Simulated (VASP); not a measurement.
Energy against volume of CdSe (wurtzite). Computed with rev-vdW-DF2, VASP's PBE PAW potentials (set 64) (plane waves; VASP). Settings: 520 eV cut-off, 6×6×3 Γ-centred mesh, Gaussian smearing of 0.050 eV, potentials Cd Se.

Shape and ions are relaxed at each volume.

```tsv
V (Å³/atom)	E (eV/atom)
27.473	-0.55372
28.350	-0.56707
29.227	-0.57110
30.104	-0.56733
```

Question: Fit these four points and predict the energy of the run at 30.981 Å³/atom.

Answer: A cubic in V^(−2/3), the third-order Birch-Murnaghan form, passes through the four points with V0 = 29.22 Å³/atom and B0 = 47 GPa, and gives -0.5570 eV/atom there. The run gave -0.5570 eV/atom, +0.1 meV/atom from the fit; all five points give B0 = 48 GPa.

The compound is CdSe in the wurtzite structure. It was relaxed first.
